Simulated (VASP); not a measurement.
Level of theory: PBE GGA, VASP's PBE PAW potentials (set 64) (plane waves; VASP). Each cell was relaxed at this level.

### Question
Which of these has an unstable (imaginary) mode at Γ?
(A) Tc, P6_3/mmc (194)
(B) Hf, P6_3/mmc (194)
(C) SrTiO3, Pm-3m (221)
(D) PbTe, Fm-3m (225)

### Answer
C, SrTiO3, Pm-3m (221). Its optical Γ-point modes are 132i (×3), 146 (×3), 235 (×3), 509 (×3) cm⁻¹.
